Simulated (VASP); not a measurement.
Consider the following.

```xyz
1
Lattice="0.0000 2.0150 2.0150 2.0150 0.0000 2.0150 2.0150 2.0150 0.0000" Properties=species:S:1:pos:R:3 pbc="T T T"
Al     0.0000     0.0000     0.0000
```

These are optB86b-vdW, VASP's PBE PAW potentials (set 64) (plane waves; VASP 6.6.1) values and carry that method's errors. Run with 520 eV cut-off, Gaussian smearing of 0.050 eV, potentials Al.

Problem. Give the energies of bands 1 to 4 at the high-symmetry points, in eV from the Fermi level.

Solution. 
```tsv
band	Γ	X	U	L	W
1	-11.21	-2.99	-1.95	-4.65	-0.90
2	12.60	-1.61	-1.40	-4.43	-0.90
3	12.60	5.21	-0.41	11.43	0.16
4	12.60	5.58	6.55	11.43	1.11
```

It has no gap at this level: it comes out as a metal or semimetal.

The compound is Al in the fcc structure. It was relaxed first.
